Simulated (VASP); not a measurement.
Data:

```xyz
2
Lattice="0.0000 1.8326 1.8326 1.8326 0.0000 1.8326 1.8326 1.8326 0.0000" Properties=species:S:1:pos:R:3 pbc="T T T"
Ni     0.0000     0.0000     0.0000
H      1.8326     1.8326     1.8326
```

All values below come from PBEsol GGA, VASP's PBE PAW potentials (set 64) (plane waves; VASP). Settings: 400 eV cut-off, 19×19×19 Γ-centred mesh, tetrahedra with Blöchl corrections, potentials Ni H.

**Question.** Predict the energy per atom (σ→0), band gap (on the k-mesh) with the smallest direct gap where there is one.

**Answer.** 
- band gap (on the k-mesh) = none (metal, semimetal or under 0.01 eV)
- energy per atom (σ→0) = -4842 meV/atom

The absolute energy has meaning only against runs of the same code, potentials and settings.

The structure comes from a computed database's NiH entry (Fm-3m); how it stands against other phases isn't given here. It was relaxed first. The run is not spin-polarised, so no magnetic state was tried. The electron count is odd and the run is not spin-polarised, which forces a metal.
